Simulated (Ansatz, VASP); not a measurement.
## Ta3Si3N: VASP beside Ansatz

```
Ta Si N
1.0
     4.80658    0.00000    0.00000
     0.00000    4.80658    0.00000
     0.00000    0.00000    4.80658
Ta Si N
3 3 1
Direct
  0.50000 0.00000 0.00000
  0.00000 0.50000 0.00000
  0.00000 0.00000 0.50000
  0.50000 0.00000 0.50000
  0.50000 0.50000 0.00000
  0.00000 0.50000 0.50000
  0.00000 0.00000 0.00000
```

Change from the starting cell: species swapped into the Ca3AsCl3 type (Pm-3m, No. 221).

Alike in both runs: task single point; functional PBE; k mesh 4 × 4 × 4; occupations gaussian, width 0.1 eV; no spin polarisation.

```csv
,VASP,Ansatz
version,VASP 6.6.1,Ansatz 0.2.0
potentials or method,"VASP PAW PBE potentials, release 64 (Ta_pv, Si, N)","scalar-relativistic, plane waves, PAW"
plane-wave cutoff (eV),520,420
valence electrons in the cell,50,56
```

|  | VASP | Ansatz | Ansatz less VASP |
| --- | --- | --- | --- |
| gap on the k mesh at the Fermi level (eV) | none | none | - |
| pressure (GPa) | 11.6 | 11.4 | -0.17 |

A gap of «none» marks a metal or a gap that the smearing closes. The two sets of potentials don't hold the same shells in valence.

Spin-orbit coupling is left out, which matters for the levels of Ta.
